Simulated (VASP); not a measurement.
All values below come from r2SCAN meta-GGA, VASP's PBE PAW potentials (set 64) (plane waves; VASP).

VASP input:

INCAR:
```
ISIF=3   ! ions, shape and volume
LWAVE=.FALSE.
ALGO=Normal
NELM=100   ! most electronic steps
SYSTEM=Hg
LMIXTAU=.TRUE.
ISMEAR=1   ! Methfessel-Paxton
LREAL=.FALSE.
NSW=60   ! most ionic steps
EDIFF=1E-6
LCHARG=.FALSE.
ENCUT=400   ! plane-wave cut-off (eV)
EDIFFG=-0.01   ! ionic stop
LMAXMIX=6
PREC=Accurate
METAGGA=R2SCAN
LASPH=.TRUE.
IBRION=2
SIGMA=0.1   ! width (eV)
```

File POSCAR:
```
Hg
1.0
  3.0177188018   0.0000000000   0.0000000000
  0.0000000000   3.0177188018   0.0000000000
  0.0000000000   0.0000000000   3.0177188018
Hg
1
Cartesian
  0.0000000000   0.0000000000   0.0000000000
```

KPOINTS:
```
kpoints
0
G
 11 11 11
0 0 0
```

POTCAR, in this order: Hg (PBE.64 set). Program: vasp_std.

What VASP printed:

### OSZICAR
```
       N       E                     dE             d eps       ncg     rms          rms(c)
DAV:   1     0.602894801100E+01    0.60289E+01   -0.57940E+03  1232   0.927E+02
DAV:   2    -0.524626507407E+02   -0.58492E+02   -0.54405E+02  1180   0.223E+02
DAV:   3    -0.533865313038E+02   -0.92388E+00   -0.92351E+00  1286   0.343E+01
DAV:   4    -0.533874593634E+02   -0.92806E-03   -0.92804E-03  1196   0.108E+00
DAV:   5    -0.533874612774E+02   -0.19140E-05   -0.19139E-05  1282   0.457E-02    0.326E+00
DAV:   6    -0.493027257695E+02    0.40847E+01   -0.28612E+00  1198   0.227E+01    0.521E+00
DAV:   7    -0.493477165116E+02   -0.44991E-01   -0.92930E-02  1170   0.414E+00    0.310E+00
DAV:   8    -0.492943234810E+02    0.53393E-01   -0.12181E-01  1126   0.380E+00    0.596E-01
DAV:   9    -0.493124365862E+02   -0.18113E-01   -0.10845E-01  1120   0.322E+00    0.355E-01
DAV:  10    -0.493114741110E+02    0.96248E-03   -0.10041E-02  1120   0.122E+00    0.299E-01
DAV:  11    -0.493457005699E+02   -0.34226E-01   -0.15491E-02  1120   0.120E+00    0.685E-02
DAV:  12    -0.493462185791E+02   -0.51801E-03   -0.74669E-04  1158   0.275E-01    0.179E-02
DAV:  13    -0.493462922211E+02   -0.73642E-04   -0.26336E-05  1200   0.516E-02    0.152E-02
DAV:  14    -0.493463341074E+02   -0.41886E-04   -0.12159E-05  1144   0.405E-02    0.995E-03
DAV:  15    -0.493463769315E+02   -0.42824E-04   -0.18026E-05  1150   0.434E-02    0.474E-03
DAV:  16    -0.493463771441E+02   -0.21257E-06   -0.19464E-07   704   0.558E-03
   1 F= -.49346377E+02 E0= -.49346134E+02  d E =-.493464E+02
       N       E                     dE             d eps       ncg     rms          rms(c)
DAV:   1    -0.493469042540E+02   -0.52732E-03   -0.11055E-02  1226   0.140E+00    0.168E-01
DAV:   2    -0.493464043947E+02    0.49986E-03   -0.14980E-03  1228   0.505E-01    0.479E-02
DAV:   3    -0.493463957680E+02    0.86267E-05   -0.77335E-05  1140   0.109E-01    0.483E-02
DAV:   4    -0.493463596379E+02    0.36130E-04   -0.47605E-05  1170   0.747E-02    0.584E-03
DAV:   5    -0.493463917036E+02   -0.32066E-04   -0.21252E-05  1134   0.581E-02    0.220E-03
DAV:   6    -0.493463928972E+02   -0.11936E-05   -0.11283E-06  1122   0.117E-02    0.643E-04
DAV:   7    -0.493463929594E+02   -0.62115E-07   -0.21431E-07   598   0.603E-03
   2 F= -.49346393E+02 E0= -.49346149E+02  d E =-.158152E-04
```

**OUTCAR**
```
------------------------ aborting loop because EDIFF is reached ----------------------------------------
  FORCE on cell =-STRESS in cart. coord.  units (eV):
  Direction    XX          YY          ZZ          XY          YZ          ZX
  --------------------------------------------------------------------------------------
  Total        0.0011370      0.0011370      0.0011370      0.0000000      0.0000000      0.0000000
  in kB        0.0661615      0.0661615      0.0661615      0.0000000      0.0000000      0.0000000
  external PRESSURE =       0.0661615 kB  Pullay stress =       0.0000000 kB
  volume of cell :       27.53
      direct lattice vectors                 reciprocal lattice vectors
     3.019627233  0.000000000 -0.000000000     0.331166705 -0.000000000 -0.000000000
     0.000000000  3.019627233 -0.000000000    -0.000000000  0.331166705 -0.000000000
     0.000000000  0.000000000  3.019627233     0.000000000  0.000000000  0.331166705
 POSITION                                       TOTAL-FORCE (eV/Angst)
 -----------------------------------------------------------------------------------
      0.00000      0.00000      0.00000        -0.000000     -0.000000      0.000000
 -----------------------------------------------------------------------------------
    total drift:                               -0.000000     -0.000000     -0.000000
  FREE ENERGIE OF THE ION-ELECTRON SYSTEM (eV)
  ---------------------------------------------------
  free  energy   TOTEN  =       -49.3463929594 eV

  energy  without entropy=      -49.3456618487  energy(sigma->0) =      -49.34614926

 reached required accuracy - stopping structural energy minimisation
```
(Selected blocks of OUTCAR.)

**CONTCAR**
```
Hg
   1.00000000000000
     3.0196272329438356    0.0000000000000000   -0.0000000000000000
     0.0000000000000000    3.0196272329438356   -0.0000000000000000
     0.0000000000000000    0.0000000000000000    3.0196272329438356
  Hg
     1
Direct
     0.0000000000000000    0.0000000000000000    0.0000000000000000
```

The structure was generated: Hg was put into the simple-cubic type (Pm-3m), which need not be its known phase. This run relaxes it. Symmetry was kept, so distortions that lower it aren't found. The start is the result of an earlier pass.
